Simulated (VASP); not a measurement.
A convergence study with VASP on ZnO (wurtzite): one setting is varied, all else stays as given below, so the limit is that of these other settings.

```xyz
4
Lattice="1.6250 -2.8146 0.0000 1.6250 2.8146 0.0000 0.0000 0.0000 5.2100" Properties=species:S:1:pos:R:3 pbc="T T T"
Zn     1.6250    -0.9382     2.6050
Zn     1.6250     0.9382     0.0000
O      1.6250    -0.9382     4.5952
O      1.6250     0.9382     1.9902
```

All values below come from LDA (Ceperley-Alder, Perdew-Zunger), VASP's LDA PAW potentials (set 64) (plane waves; VASP). The tightest run used: 700 eV cut-off, 7×7×4 Γ-centred mesh, Gaussian smearing of 0.010 eV, potentials Zn O.

| setting | highest Γ mode (cm⁻¹) | plane waves |
|---|---|---|
| ENCUT = 300 | 555.4 | 573 |
| ENCUT = 400 | 517.0 | 878 |
| ENCUT = 500 | 516.3 | 1224 |

Task: These are the cheaper rows. Estimate the results at ENCUT = 700, and how far the last row shown lies from them.

Result: 
```json
[
 {"quantity": "highest Γ mode (cm⁻¹)", "tightest run": "515.2", "last row shown is off by": "1.0"}
]
```

Left out are rungs that failed or repeat a setting and relaxations that didn't move; long series are thinned to 24 rows.

The compound is ZnO in the wurtzite structure. The cell was not relaxed at this level.
